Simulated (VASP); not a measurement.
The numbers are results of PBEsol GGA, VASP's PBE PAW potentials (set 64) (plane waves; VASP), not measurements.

Input for VASP

### KPOINTS
```
Automatic mesh
0
Gamma
 13 13 13
```

INCAR:
```
ALGO = Normal
EDIFF = 1E-7
ENCUT = 400
GGA = PS
ISIF = 2
ISMEAR = -5
LASPH = T
LCHARG = T
LMAXMIX = 6
LORBIT = 11
LREAL = F
LWAVE = F
NEDOS = 601
NELM = 100
PREC = Accurate
SYSTEM = LuSe
```

**POSCAR**
```
LuSe
1
    0.0000000000     2.7742730042     2.7742730042
    2.7742730042     0.0000000000     2.7742730042
    2.7742730042     2.7742730042     0.0000000000
Se Lu
1 1
Direct
  0.5000000000   0.5000000000   0.5000000000
  0.0000000000   0.0000000000   0.0000000000
```

POTCAR, in this order: Se Lu_3 (PBE.64 set). Program: vasp_std.

What VASP printed:

File OSZICAR:
```
       N       E                     dE             d eps       ncg     rms          rms(c)
DAV:   1     0.418907534979E+02    0.41891E+02   -0.62518E+03  2984   0.119E+03
DAV:   2    -0.971300700410E+01   -0.51604E+02   -0.48527E+02  3198   0.423E+02
DAV:   3    -0.121079248916E+02   -0.23949E+01   -0.23631E+01  2994   0.602E+01
DAV:   4    -0.121420375155E+02   -0.34113E-01   -0.32959E-01  3171   0.431E+00
DAV:   5    -0.121432483402E+02   -0.12108E-02   -0.90149E-03  3058   0.447E-01    0.210E+01
DAV:   6    -0.120664398294E+02    0.76809E-01   -0.22624E-01  3221   0.767E+00    0.131E+01
DAV:   7    -0.120798176603E+02   -0.13378E-01   -0.12725E-01  3287   0.703E+00    0.750E-01
DAV:   8    -0.120744626098E+02    0.53551E-02   -0.28144E-02  3392   0.237E+00    0.146E-01
DAV:   9    -0.120744751474E+02   -0.12538E-04   -0.58518E-04  2916   0.253E-01    0.681E-02
DAV:  10    -0.120744753286E+02   -0.18122E-06   -0.22122E-05  3158   0.577E-02    0.203E-02
DAV:  11    -0.120744750222E+02    0.30638E-06   -0.91184E-06  3223   0.233E-02    0.183E-02
DAV:  12    -0.120744748419E+02    0.18030E-06   -0.17125E-06  2951   0.140E-02    0.265E-03
DAV:  13    -0.120744748714E+02   -0.29440E-07   -0.34354E-07  1528   0.344E-03
   1 F= -.12074475E+02 E0= -.12074475E+02  d E =0.000000E+00
```

### OUTCAR
```
------------------------ aborting loop because EDIFF is reached ----------------------------------------
  FORCE on cell =-STRESS in cart. coord.  units (eV):
  Direction    XX          YY          ZZ          XY          YZ          ZX
  --------------------------------------------------------------------------------------
  Total        0.0024701      0.0024701      0.0024701     -0.0000000     -0.0000000      0.0000000
  in kB        0.0926709      0.0926709      0.0926709     -0.0000000     -0.0000000      0.0000000
  external PRESSURE =       0.0926709 kB  Pullay stress =       0.0000000 kB
  volume of cell :       42.70
      direct lattice vectors                 reciprocal lattice vectors
     0.000000000  2.774273004  2.774273004    -0.180227396  0.180227396  0.180227396
     2.774273004  0.000000000  2.774273004     0.180227396 -0.180227396  0.180227396
     2.774273004  2.774273004  0.000000000     0.180227396  0.180227396 -0.180227396
 POSITION                                       TOTAL-FORCE (eV/Angst)
 -----------------------------------------------------------------------------------
      2.77427      2.77427      2.77427        -0.000000      0.000000     -0.000000
      0.00000      0.00000      0.00000         0.000000      0.000000      0.000000
 -----------------------------------------------------------------------------------
    total drift:                                0.000000      0.000000      0.000000
  FREE ENERGIE OF THE ION-ELECTRON SYSTEM (eV)
  ---------------------------------------------------
  free  energy   TOTEN  =       -12.0744748714 eV

  energy  without entropy=      -12.0744748714  energy(sigma->0) =      -12.07447487

 total charge

# of ion       s       p       d       tot
------------------------------------------
    1        1.428   2.498   0.057   3.982
    2        0.321   6.527   1.209   8.057
--------------------------------------------------
tot          1.748   9.025   1.265  12.039
```
(Selected blocks of OUTCAR.)

For a metal the tetrahedron method with Blöchl corrections gives inexact stress and forces.

The structure comes from a measured LuSe entry (Fm-3m) of the Crystallography Open Database, whose conditions weren't checked. It was relaxed first. The electron count is odd and the run is not spin-polarised, which forces a metal.
